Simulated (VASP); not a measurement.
Consider the following.

```xyz
8
Lattice="5.1407 0.0000 -0.0002 0.0000 3.1645 0.0000 -0.0039 0.0000 5.4764" Properties=species:S:1:pos:R:3 pbc="T T T"
Al     0.0008     1.5823     3.6550
Ga     2.5645     1.5823     1.8344
Ga     2.5623     0.0000     4.5532
Ga     5.1387     0.0000     0.9100
N      0.6139     1.5823     1.8622
N      0.6018     0.0000     4.5257
N      3.1880     0.0000     0.9099
N      3.2419     1.5823     3.6544
```

Calculation: PBEsol GGA, VASP's PBE PAW potentials (set 64) (plane waves; VASP 6.6.1). Settings: 520 eV cut-off, 6×9×5 Γ-centred mesh, Gaussian smearing of 0.010 eV, potentials Al Ga_d N.

Question: The job: AlGa3N4 (space group Pm), 8 atoms, PBEsol, optics run with many empty bands, 520 eV, 6×9×5 Γ-centred mesh. Roughly how much core time does it take on a busy server core?

Answer: About 20 core-minutes (one run on a shared machine, a rough figure). It had 80 irreducible k-points, 111 bands, up to 2420 plane waves and 14 electronic steps.

The structure comes from a computed database's AlGa3N4 entry (Pm); how it stands against other phases isn't given here. It was relaxed first.
